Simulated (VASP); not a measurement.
Input:

```
ErSb
1.0
    0.00000     3.05300     3.05300
    3.05300     0.00000     3.05300
    3.05300     3.05300     0.00000
Er Sb
1 1
Cartesian
  0.00000   0.00000   0.00000
  3.05300   3.05300   3.05300
```

These are PBEsol GGA, VASP's PBE PAW potentials (set 64) (plane waves; VASP 6.6.1) values and carry that method's errors. Run with 400 eV cut-off, 9×9×9 Γ-centred mesh, first-order Methfessel-Paxton smearing of 0.10 eV, potentials Er_3 Sb.

The 4f electrons are frozen in the core of the lanthanide potential, so 4f levels, which can set the real gap, and their magnetism are missing. Energy and stress use the plane-wave basis of the starting cell.

Problem. The ions, cell shape and volume are relaxed. Predict the relaxed structure.

Solution. 
```
ErSb
1.0
    0.00000     3.03048     3.03048
    3.03048     0.00000     3.03048
    3.03048     3.03048     0.00000
Er Sb
1 1
Direct
  0.00000   0.00000   0.00000
  0.50000   0.50000   0.50000
```
Space group Fm-3m (225), at a tolerance of 0.03 Å.

Problem. How do energy and volume change from the first to the last step?

Solution. The energy (σ→0) changes by -2.9 meV/atom and the volume by -2.2 %, in 3 ionic steps.

The structure comes from a measured ErSb entry (Fm-3m) of the Crystallography Open Database, whose conditions weren't checked. This run relaxes it. Symmetry was kept, so distortions that lower it aren't found.
